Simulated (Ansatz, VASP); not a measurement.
**One calculation of CuB6, two programs**

Contents of INCAR:

```
SYSTEM = CuB6
ALGO = Normal
EDIFF = 1E-7
EDIFFG = -0.01
ENCUT = 600
GGA = PE
IBRION = 2
ISIF = 3
ISMEAR = 0
LASPH = .True.
LCHARG = .False.
LREAL = .False.
LWAVE = .False.
NELM = 100
NSW = 100
PREC = Accurate
SIGMA = 0.1
```

File KPOINTS:

```
k-points
0
Gamma
  12 12 12
  0 0 0
```

File POSCAR:

```
CuB6
1.0
    0.0000000000      2.9636637384      2.9636637384
    2.9636637384      0.0000000000      2.9636637384
    2.9636637384      2.9636637384      0.0000000000
Cu B
1 6
Direct
    0.0000000000      0.0000000000      0.0000000000
    0.5000000000      0.5000000000      0.0000000000
    0.5000000000      0.0000000000      0.5000000000
    0.0000000000      0.0000000000      0.5000000000
    0.0000000000      0.5000000000      0.0000000000
    0.0000000000      0.5000000000      0.5000000000
    0.5000000000      0.0000000000      0.0000000000
```

Input for Ansatz:

```yaml
crystal:
  lattice:
    - [0.0, 2.9636637384, 2.9636637384]
    - [2.9636637384, 0.0, 2.9636637384]
    - [2.9636637384, 2.9636637384, 0.0]
  atoms:
    - { symbol: Cu, position: [0.0, 0.0, 0.0] }
    - { symbol: B, position: [0.5, 0.5, 0.0] }
    - { symbol: B, position: [0.5, 0.0, 0.5] }
    - { symbol: B, position: [0.0, 0.0, 0.5] }
    - { symbol: B, position: [0.0, 0.5, 0.0] }
    - { symbol: B, position: [0.0, 0.5, 0.5] }
    - { symbol: B, position: [0.5, 0.0, 0.0] }
basis:
  ecutwfc: 420
kpoints:
  mp_grid: { grid: [12, 12, 12] }
hamiltonian:
  xc: pbe
scf:
  occupations: { method: gaussian, width: 0.1 }
output:
  forces: true
  stress: true
  eigenvalues: true
relax:
  adjacent_minimum: "off"
  f_tol: 0.01
  max_steps: 80
  cell: { stress_tol: 0.05 }
```

Change from the starting cell: species swapped into the Zn6Mo type (Fm-3m, No. 225).

Alike in both runs: task relaxation of cell and atoms; functional PBE; k mesh 12 × 12 × 12; occupations gaussian, width 0.1 eV; no spin polarisation.

|  | VASP | Ansatz |
| --- | --- | --- |
| version | VASP 6.6.1 | Ansatz 0.2.0 |
| potentials or method | VASP PAW PBE potentials, release 64 (Cu, B) | scalar-relativistic, plane waves, PAW |
| plane-wave cutoff (eV) | 600 | 420 |
| valence electrons in the cell | 29 | 37 |

|  | VASP | Ansatz | Ansatz less VASP |
| --- | --- | --- | --- |
| gap on the k mesh at the Fermi level, each at its own relaxed structure (eV) | none | none | - |
| relaxed volume (Å³/atom) | 7.41 | 7.41 | -0.001 |
| relaxed cell length with the largest relative difference (Å) | 4.187 | 4.187 | -0.0002 |

A gap of «none» marks a metal or a gap that the smearing closes. The two sets of potentials don't hold the same shells in valence.
